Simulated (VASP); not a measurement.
Output of a VASP run:

**OSZICAR**
```
       N       E                     dE             d eps       ncg     rms          rms(c)
DAV:   1     0.115454215664E+03    0.11545E+03   -0.84649E+03  3480   0.159E+03
DAV:   2    -0.151561097320E+02   -0.13061E+03   -0.12457E+03  3640   0.382E+02
DAV:   3    -0.241199584154E+02   -0.89638E+01   -0.87098E+01  4496   0.955E+01
DAV:   4    -0.245711977582E+02   -0.45124E+00   -0.45058E+00  4616   0.203E+01
DAV:   5    -0.245862590928E+02   -0.15061E-01   -0.15060E-01  4664   0.328E+00    0.195E+01
DAV:   6    -0.198689089666E+02    0.47174E+01   -0.28543E+01  4100   0.698E+01    0.666E+00
DAV:   7    -0.193702950853E+02    0.49861E+00   -0.38238E+00  4028   0.259E+01    0.515E+00
DAV:   8    -0.193320226579E+02    0.38272E-01   -0.21153E-01  3744   0.665E+00    0.194E+00
DAV:   9    -0.193387466273E+02   -0.67240E-02   -0.64984E-02  4084   0.266E+00    0.895E-01
DAV:  10    -0.193346545193E+02    0.40921E-02   -0.16654E-02  4228   0.205E+00    0.335E-01
DAV:  11    -0.193343893603E+02    0.26516E-03   -0.25435E-03  4060   0.656E-01    0.776E-02
DAV:  12    -0.193342941168E+02    0.95244E-04   -0.27992E-04  3708   0.283E-01    0.217E-02
DAV:  13    -0.193342830930E+02    0.11024E-04   -0.25559E-05  4912   0.792E-02    0.391E-03
DAV:  14    -0.193342831109E+02   -0.17885E-07   -0.54011E-07  3980   0.911E-03
   1 F= -.19334283E+02 E0= -.19334283E+02  d E =0.000000E+00
```

### OUTCAR
```
------------------------ aborting loop because EDIFF is reached ----------------------------------------
  FORCE on cell =-STRESS in cart. coord.  units (eV):
  Direction    XX          YY          ZZ          XY          YZ          ZX
  --------------------------------------------------------------------------------------
  Total       -0.0167734     -0.0167734     -0.0167734      0.0000000      0.0000000     -0.0000000
  in kB       -1.3617445     -1.3617445     -1.3617445      0.0000000      0.0000000     -0.0000000
  external PRESSURE =      -1.3617445 kB  Pullay stress =       0.0000000 kB
  volume of cell :       19.73
      direct lattice vectors                 reciprocal lattice vectors
     0.000000000  2.144876489  2.144876489    -0.233113656  0.233113656  0.233113656
     2.144876489  0.000000000  2.144876489     0.233113656 -0.233113656  0.233113656
     2.144876489  2.144876489  0.000000000     0.233113656  0.233113656 -0.233113656
 POSITION                                       TOTAL-FORCE (eV/Angst)
 -----------------------------------------------------------------------------------
      0.00000      0.00000      0.00000         0.000000     -0.000000      0.000000
      2.14488      2.14488      2.14488        -0.000000      0.000000     -0.000000
 -----------------------------------------------------------------------------------
    total drift:                                0.000000     -0.000000     -0.000000
  FREE ENERGIE OF THE ION-ELECTRON SYSTEM (eV)
  ---------------------------------------------------
  free  energy   TOTEN  =       -19.3342831109 eV

  energy  without entropy=      -19.3342831109  energy(sigma->0) =      -19.33428311

 total charge

# of ion       s       p       d       tot
------------------------------------------
    1        2.206   6.265   2.000  10.471
    2        0.893   1.504   0.000   2.396
--------------------------------------------------
tot          3.099   7.769   2.000  12.867
```
(Selected blocks of OUTCAR.)

**POSCAR**
```
TiC
1
    0.0000000000     2.1448764892     2.1448764892
    2.1448764892     0.0000000000     2.1448764892
    2.1448764892     2.1448764892     0.0000000000
Ti C
1 1
Direct
  0.0000000000   0.0000000000   0.0000000000
  0.5000000000   0.5000000000   0.5000000000
```

Q: Reconstruct the remaining input files.

A: This is not unique; one that fits is the input of the run itself, AM05 GGA, plane waves, VASP's PBE PAW potentials (set 64).

INCAR:
```
SYSTEM = TiC
PREC = Accurate; ENCUT = 520; LREAL = .False.
LASPH = .True.
EDIFF = 1E-7; NELM = 100; ALGO = Normal
LMAXMIX = 4
ISMEAR = -5
GGA = AM
ISIF = 2
LWAVE = .False.; LCHARG = .True.; LORBIT = 11
NEDOS = 601
```

**KPOINTS**
```
Automatic mesh
0
Gamma
16 16 16
0 0 0
```

POTCAR, in this order: Ti_sv C (PBE.64 set). Program: vasp_std.

For a metal the tetrahedron method with Blöchl corrections gives inexact stress and forces.

The compound is TiC in the rock salt structure. It was relaxed first.
